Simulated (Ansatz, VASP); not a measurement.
# Ge (Germanium): VASP beside Ansatz, part 2 of 2

One calculation is typed for both programs; each brings its own data sets. How far apart do they land? The cell is taken from a series of runs on this material, whose earlier steps may have relaxed, scaled, displaced or heated it; both programs get it as it stands.

VASP 6.6.1 and Ansatz 0.2.0.

So far. Step 2 (VASP: single point, r2SCAN, spin-orbit coupling, pair 1): The run ends at a pressure of -2.33 GPa. Step 3 (Ansatz: single point, r2SCAN, spin-orbit coupling, pair …): The run ends at a pressure of -2.45 GPa.

## (5) VASP: single point, r2SCAN, spin-orbit coupling, pair 2

Level of this step: r2SCAN, spin-orbit coupling; plane waves and PAW (Ge_d) (VASP).

With cell and atoms fixed, the geometry can't cause a difference; cores, projectors, grids and the points listed under the comparison can. The cell compared in this pair holds 48.34 Å³, against 47.43 Å³ for the pair before.

INCAR reads:

```
SYSTEM = Ge
PREC = Accurate
ENCUT = 550
EDIFF = 1E-06
NELM = 200
ISMEAR = 0
SIGMA = 0.02
LREAL = .FALSE.
ALGO = Normal
METAGGA = R2SCAN
LASPH = .TRUE.
LNONCOLLINEAR = .TRUE.
MAGMOM = 0 0 0 0 0 0
NBANDS = 40
GGA_COMPAT = .FALSE.
LSORBIT = .TRUE.
LORBIT = 11
LWAVE = .FALSE.
LCHARG = .FALSE.
ISIF = 2
LMIXTAU = .TRUE.
KPAR = 2
```

POSCAR reads:

```
Ge
1.0
    0.0000000000      2.8912707687      2.8912707687
    2.8912707687      0.0000000000      2.8912707687
    2.8912707687      2.8912707687      0.0000000000
Ge
2
Direct
    0.5000000000      0.5000000000      0.5000000000
    0.7500000000      0.7500000000      0.7500000000
```

KPOINTS reads:

```
Automatic mesh
0
Gamma
8 8 8
0 0 0
```

Potentials, in the order of the species: Ge_d (PBE family, release 64).

Launch:

```
$ mpirun -np 2 vasp_ncl
```

Numbers of over 12 decimals in the logs are rounded to 6 here.

Log:

```text
[banner, memory and clock lines left out]
running    2 mpi-ranks, on    1 nodes
[...]
[... a notice as in an earlier step ...]

 LDA part: xc-table for (None), standard interpolation
 POSCAR, INCAR and KPOINTS ok, starting setup
[...]
entering main loop
       N       E                     dE             d eps       ncg     rms          rms(c)
DAV:   1     0.266893606844E+03    0.26689E+03   -0.14287E+04  2864   0.400E+03
DAV:   2     0.232094450868E+02   -0.24368E+03   -0.23283E+03  2320   0.947E+02
DAV:   3    -0.270745416842E+02   -0.50284E+02   -0.49647E+02  2616   0.214E+02
DAV:   4    -0.303558921757E+02   -0.32814E+01   -0.32757E+01  2656   0.629E+01
[...]
DAV:  16    -0.277250012936E+02    0.95959E-05   -0.11720E-06  2072   0.109E-02    0.603E-03
DAV:  17    -0.277250428935E+02   -0.41600E-04   -0.11237E-05  1896   0.260E-02    0.502E-03
DAV:  18    -0.277250429805E+02   -0.87023E-07   -0.75681E-07  2032   0.794E-03
   1 F= -.27725043E+02 E0= -.27725021E+02  d E =-.440773E-04  mag=     0.0000    -0.0000     0.0000
```

From OUTCAR (step 5):

```text
  Total       -1.0403486     -1.0403486     -1.0403486      0.0000000      0.0000000      0.0000000
  in kB      -34.4820564    -34.4820564    -34.4820564      0.0000000      0.0000000      0.0000000
  external PRESSURE =     -34.4820564 kB  Pullay stress =       0.0000000 kB

 POSITION                                       TOTAL-FORCE (eV/Angst)
 -----------------------------------------------------------------------------------
      2.89127      2.89127      2.89127        -0.000000     -0.000000     -0.000000
      4.33691      4.33691      4.33691         0.000000      0.000000      0.000000
 -----------------------------------------------------------------------------------
    total drift:                               -0.000000     -0.000000     -0.000000

  FREE ENERGIE OF THE ION-ELECTRON SYSTEM (eV)
  ---------------------------------------------------
  free  energy   TOTEN  =       -27.7250429805 eV

  energy  without entropy=      -27.7249989032  energy(sigma->0) =      -27.72502094

 magnetization (x)
# of ion       s       p       d       tot
------------------------------------------
    1        0.000  -0.000  -0.000  -0.000
    2       -0.000   0.000   0.000   0.000
--------------------------------------------------
tot         -0.000  -0.000   0.000  -0.000

 magnetization (y)
# of ion       s       p       d       tot
------------------------------------------
    1        0.000  -0.000  -0.000  -0.000
    2        0.000  -0.000   0.000  -0.000
--------------------------------------------------
tot          0.000  -0.000  -0.000  -0.000

 magnetization (z)
# of ion       s       p       d       tot
------------------------------------------
    1        0.000  -0.000  -0.000  -0.000
    2        0.000  -0.000   0.000   0.000
--------------------------------------------------
tot          0.000  -0.000   0.000   0.000

[... 1 part as in an earlier step ...]

[... 2 further parts left out ...]
[key lines of the parts left out:]
E-fermi :   4.2736
```

The run ends at a pressure of -3.45 GPa.

## (6) Ansatz: single point, r2SCAN, spin-orbit coupling, pair 2

The same cell, functional, mesh and smearing now go to Ansatz, which takes its cutoff from its data sets.

The cell is taken from a series of runs on this material, whose earlier steps may have relaxed, scaled, displaced or heated it; both programs get it as it stands.

input.yaml reads:

```yaml
crystal:
  lattice:
    - [0.0, 2.8912707687, 2.8912707687]
    - [2.8912707687, 0.0, 2.8912707687]
    - [2.8912707687, 2.8912707687, 0.0]
  atoms:
    - { symbol: Ge, position: [0.5, 0.5, 0.5] }
    - { symbol: Ge, position: [0.75, 0.75, 0.75] }
kpoints:
  mp_grid: { grid: [8, 8, 8] }
hamiltonian:
  xc: r2scan
  pseudopotentials: { kind: paw_fr, azcp: { folder: soft_1 } }
scf:
  occupations: { method: gaussian, width: 0.02 }
output:
  forces: true
  stress: true
  eigenvalues: true
magnetization:
  noncollinear: true
  spin_orbit: true
```

Launch:

```
$ ansatz run input.yaml --threads 4 --pin off --max-ram 9216MiB --backend cpu --events-out ev --progress --plain --runs-dir out
```

Log:

```text
[...]
Crystal: 2 atoms, lattice volume = 48.339 Å³
Basis set: ecut = 500 eV, 1243 PW (Γ), exchange–correlation on 120×120×120 points (64 copies of the dense FFT grid, shifted against one another)
Bands: 36, of which v1, the nominal top of the filled ones, is band 28 counted from 1 (27 counted from 0)
[...]
k-point 0: bands = [... 24 lower, 7.3266, 7.3266, 7.5965, 7.5965, 7.5965, 7.5965, 10.0641, 10.0641, ... 4 higher]
  k-point 1: bands = [... 24 lower, 7.0906, 7.0906, 7.2722, 7.2722, 8.5176, 8.5176, 10.5684, 10.5684, ... 4 higher]
  k-point 2: bands = [... 24 lower, 6.5555, 6.5555, 6.7327, 6.7327, 8.2254, 8.2254, 11.2200, 11.2200, ... 4 higher]
  k-point 28: bands = [... 24 lower, 3.7242, 3.7242, 3.7965, 3.7965, 11.8594, 11.8594, 11.9926, 11.9926, ... 4 higher]
[key lines of the parts left out:]
SCF converged after 8 iterations
Magnetization: |M| = 0.0000 μB,  M = (+0.0000, +0.0000, +0.0000) μB
Free energy (F): -8600.324896 eV
Fermi energy:    7.596509 eV
P = ⅓ Tr σ = -3.5309 GPa (-35.309 kbar)
```

The run ends at a pressure of -3.53 GPa.

## (7) Differences

The two programs side by side:

| quantity | Ansatz | VASP | difference |
| --- | --- | --- | --- |
| pressure (GPa) | -3.53 | -3.45 | -0.08 |

## (8) What came out

| Property | Result |
| --- | --- |
| difference in pressure (single point, r2SCAN, spin-orbit coupling, pair 1) | -0.12 GPa |
| difference in pressure (single point, r2SCAN, spin-orbit coupling, pair 2) | -0.083 GPa |

In words: The difference in pressure is -0.12 GPa (single point, r2SCAN, spin-orbit coupling, pair 1), within the 1 GPa picked in this series as the mark of a large difference. Such differences can come from data sets, numerical settings and the points named under the comparisons, not from the functional's error against experiment.

[Lines on the potential files, build, host, timing and source positions are cut from VASP's logs without a mark.]

[Logs are printed without paths, hosts, clocks, repeated set-up lines and the standing remarks that a program may print on its own settings, such as how far it seeks lower states.]

[Hosts, paths, dates, database ids (printed as entryN), source tags and the programs' standing remarks are cut or masked in the printed files.]
